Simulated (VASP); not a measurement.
Given:

```xyz
5
Lattice="3.8961 0.0000 0.0000 0.0000 3.8961 0.0000 0.0000 0.0000 3.8961" Properties=species:S:1:pos:R:3 pbc="T T T"
Al     0.0000     0.0000     0.0000
C      1.9480     1.9480     1.9480
Fe     0.0000     1.9480     1.9480
Fe     1.9480     1.9480     0.0000
Fe     1.9480     0.0000     1.9480
```
Starting moments (μB, in the order of the record's atoms Al C Fe Fe Fe): 0.0 0.0 4.0 4.0 4.0.

These are PBEsol GGA, VASP's PBE PAW potentials (set 64) (plane waves; VASP) values and carry that method's errors. Settings: 400 eV cut-off, 5×5×5 Γ-centred mesh, Gaussian smearing of 0.20 eV, potentials Al C Fe.

At this cut-off the stress carries a Pulay error, which pulls relaxed volumes low. Energy and stress use the plane-wave basis of the starting cell.

The ions, cell shape and volume are relaxed. Predict the relaxed structure.

```xyz
5
Lattice="3.7050 0.0000 0.0000 0.0000 3.7050 0.0000 0.0000 0.0000 3.7050" Properties=species:S:1:pos:R:3 pbc="T T T"
Al     0.0000     0.0000     0.0000
C      1.8525     1.8525     1.8525
Fe     0.0000     1.8525     1.8525
Fe     1.8525     1.8525     0.0000
Fe     1.8525     0.0000     1.8525
```
Space group Pm-3m (221), at a tolerance of 0.03 Å. The cell ends with 2.26 μB, on the sites -0.04 -0.06 0.80 0.80 0.80 μB.

How do energy and volume change from the first to the last step?

The energy (σ→0) changes by -149.9 meV/atom and the volume by -14.0 %, in 3 ionic steps.

The structure was generated: AlFe3C was put into an ordered model structure, which need not be its known phase. This run relaxes it. Symmetry was kept, so distortions that lower it aren't found. The k-mesh is coarse (spacing up to 0.34 per Å, 2π included), so the numbers may not be converged in it. The run is one of a series of settings (EDIFFG = -0.01, IBRION = 2, ISIF = 3, NSW = 50 against the base run), some of them coarse on purpose.
